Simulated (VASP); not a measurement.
```xyz
2
Lattice="0.0000 2.8250 2.8250 2.8250 0.0000 2.8250 2.8250 2.8250 0.0000" Properties=species:S:1:pos:R:3 pbc="T T T"
Ga     0.0000     0.0000     0.0000
As     1.4125     1.4125     1.4125
```

The numbers are results of G0W0 on PBE orbitals, VASP's PBE PAW potentials (set 64) (plane waves; VASP 6.6.1), not measurements. Run with PREC = Normal, 500 eV cut-off, 4×4×4 Γ-centred mesh, Gaussian smearing of 0.010 eV, potentials Ga_d_GW As_GW.

The mesh is coarse and the basis finite, so the quasiparticle values are not converged.

NBANDS = 160, ENCUTGW = 200 eV, NOMEGA = 64. The PBE levels (eV) that the step starts from are:

| state | KS energy | filling |
|---|---|---|
| k1 (0.00, 0.00, 0.00), band 6 | -8.83 | 2 |
| k1 (0.00, 0.00, 0.00), band 7 | 3.91 | 2 |
| k1 (0.00, 0.00, 0.00), band 8 | 3.91 | 2 |
| k1 (0.00, 0.00, 0.00), band 9 | 3.91 | 2 |
| k1 (0.00, 0.00, 0.00), band 10 | 4.43 | 0 |
| k1 (0.00, 0.00, 0.00), band 11 | 7.61 | 0 |
| k1 (0.00, 0.00, 0.00), band 12 | 7.61 | 0 |
| k1 (0.00, 0.00, 0.00), band 13 | 7.61 | 0 |
| k2 (0.25, 0.00, 0.00), band 6 | -8.13 | 2 |
| k2 (0.25, 0.00, 0.00), band 7 | -0.24 | 2 |
| k2 (0.25, 0.00, 0.00), band 8 | 3.23 | 2 |
| k2 (0.25, 0.00, 0.00), band 9 | 3.23 | 2 |
| k2 (0.25, 0.00, 0.00), band 10 | 5.35 | 0 |
| k2 (0.25, 0.00, 0.00), band 11 | 8.48 | 0 |
| k2 (0.25, 0.00, 0.00), band 12 | 8.48 | 0 |
| k2 (0.25, 0.00, 0.00), band 13 | 9.87 | 0 |
| k5 (0.50, 0.25, 0.00), band 6 | -6.76 | 2 |
| k5 (0.50, 0.25, 0.00), band 7 | -2.39 | 2 |
| k5 (0.50, 0.25, 0.00), band 8 | 0.66 | 2 |
| k5 (0.50, 0.25, 0.00), band 9 | 1.86 | 2 |
| k5 (0.50, 0.25, 0.00), band 10 | 6.09 | 0 |
| k5 (0.50, 0.25, 0.00), band 11 | 8.60 | 0 |
| k5 (0.50, 0.25, 0.00), band 12 | 10.13 | 0 |
| k5 (0.50, 0.25, 0.00), band 13 | 10.84 | 0 |

Problem. Give the quasiparticle energies and renormalisation factors Z.

Solution. 
| state | QP energy (eV) | Z |
|---|---|---|
| k1 (0.00, 0.00, 0.00), band 6 | -9.20 | 0.62 |
| k1 (0.00, 0.00, 0.00), band 7 | 3.42 | 0.76 |
| k1 (0.00, 0.00, 0.00), band 8 | 3.42 | 0.76 |
| k1 (0.00, 0.00, 0.00), band 9 | 3.42 | 0.76 |
| k1 (0.00, 0.00, 0.00), band 10 | 4.80 | 0.77 |
| k1 (0.00, 0.00, 0.00), band 11 | 7.59 | 0.76 |
| k1 (0.00, 0.00, 0.00), band 12 | 7.59 | 0.76 |
| k1 (0.00, 0.00, 0.00), band 13 | 7.59 | 0.76 |
| k2 (0.25, 0.00, 0.00), band 6 | -8.55 | 0.65 |
| k2 (0.25, 0.00, 0.00), band 7 | -0.71 | 0.72 |
| k2 (0.25, 0.00, 0.00), band 8 | 2.71 | 0.75 |
| k2 (0.25, 0.00, 0.00), band 9 | 2.71 | 0.75 |
| k2 (0.25, 0.00, 0.00), band 10 | 5.51 | 0.76 |
| k2 (0.25, 0.00, 0.00), band 11 | 8.47 | 0.75 |
| k2 (0.25, 0.00, 0.00), band 12 | 8.47 | 0.75 |
| k2 (0.25, 0.00, 0.00), band 13 | 9.92 | 0.74 |
| k5 (0.50, 0.25, 0.00), band 6 | -7.17 | 0.67 |
| k5 (0.50, 0.25, 0.00), band 7 | -2.88 | 0.70 |
| k5 (0.50, 0.25, 0.00), band 8 | 0.09 | 0.73 |
| k5 (0.50, 0.25, 0.00), band 9 | 1.29 | 0.74 |
| k5 (0.50, 0.25, 0.00), band 10 | 6.04 | 0.77 |
| k5 (0.50, 0.25, 0.00), band 11 | 8.68 | 0.75 |
| k5 (0.50, 0.25, 0.00), band 12 | 10.03 | 0.75 |
| k5 (0.50, 0.25, 0.00), band 13 | 10.83 | 0.74 |
On the mesh the gap opens from 0.51 to 1.38 eV.

The compound is GaAs in the zinc blende structure. The cell was not relaxed at this level. The k-mesh is coarse (spacing up to 0.48 per Å, 2π included), so the numbers may not be converged in it.
